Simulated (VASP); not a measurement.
The system is HoO.

```xyz
4
Lattice="0.0000 2.7575 2.7575 2.7575 0.0000 2.7575 2.7575 2.7575 0.0000" Properties=species:S:1:pos:R:3 pbc="T T T"
Ho    0.0000    0.0000    0.0000
Ho    2.7575    2.7575    2.7575
O     1.3787    1.3787    1.3787
O     4.1362    4.1362    4.1362
```

The cell comes from a database or a generator and needn't be the stable form of this composition.

Base run:

| Item | Value |
| --- | --- |
| Program | VASP 6.6.1 |
| Functional | PBE |
| Potentials or basis | VASP PAW PBE potentials, release 64 (Ho, O) |
| Cutoff | 520 eV |
| k mesh | 6 × 6 × 6 |
| Occupations | gaussian, width 0.05 eV |
| Spin | collinear spin, antiferromagnetic start |
| Starting moments | [4.0, -4.0, 0.0, 0.0] μB |
| Hubbard terms | Ho f U = 4 eV |

Its results: band gap on the k mesh none (metal or under the smearing width); pressure 56.0 GPa; net moment 0.00 μB per cell; site moments Ho +3.22, -3.22; O +0.00 μB.

Q: The run is repeated on the same cell with these changes: hubbard terms from Ho f U = 4 eV to Ho f U = 7 eV; further incar settings from ALGO = Normal; EDIFF = 1e-06; NBANDS = 39 to ALGO = Normal; EDIFF = 1e-06. What comes out?

A: Band gap on the k mesh none (metal or under the smearing width); pressure 50.6 GPa; net moment 0.00 μB per cell; site moments Ho +3.92, -3.92; O +0.00 μB.

Caveats: the magnetic or orbital state may not be the lowest; a pressure of tens of GPa on the cell as given is suspect, and the run, the potentials or the cell itself is likely at fault; spin-orbit coupling is left out, which moves the levels of the heavy elements.

Not every run made on this cell is shown here.
